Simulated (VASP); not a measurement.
Input:

```xyz
5
Lattice="3.7792 0.0000 0.0000 0.0000 3.7792 0.0000 0.0000 0.0000 3.7792" Properties=species:S:1:pos:R:3 pbc="T T T"
Sr     0.0000     0.0000     0.0000
V      1.8896     1.8896     1.8896
O      1.8896     0.0000     1.8896
O      0.0000     1.8896     1.8896
O      1.8896     1.8896     0.0000
```

Computed with LDA (Ceperley-Alder, Perdew-Zunger), VASP's LDA PAW potentials (set 64) (plane waves; VASP). Settings: 620 eV cut-off, 8×8×8 Γ-centred mesh, first-order Methfessel-Paxton smearing of 0.10 eV, potentials Sr_sv V_sv O.

Energy and stress use the plane-wave basis of the starting cell.

Q: The ions, cell shape and volume at an external pressure of 5.0 GPa are relaxed. Predict the relaxed structure.

A: 
```xyz
5
Lattice="3.7519 0.0000 0.0000 0.0000 3.7519 0.0000 0.0000 0.0000 3.7519" Properties=species:S:1:pos:R:3 pbc="T T T"
Sr     0.0000     0.0000     0.0000
V      1.8760     1.8760     1.8760
O      1.8760     0.0000     1.8760
O      0.0000     1.8760     1.8760
O      1.8760     1.8760     0.0000
```
Space group Pm-3m (221), at a tolerance of 0.03 Å.

Q: How do energy and volume change from the first to the last step?

A: The energy (σ→0) changes by +3.5 meV/atom and the volume by -2.2 %, in 3 ionic steps.

The compound is SrVO3 in the cubic perovskite structure. This run relaxes it under an external pressure of 5 GPa. Symmetry was kept, so distortions that lower it aren't found. The run is not spin-polarised, so no magnetic state was tried. The electron count is odd and the run is not spin-polarised, which forces a metal.
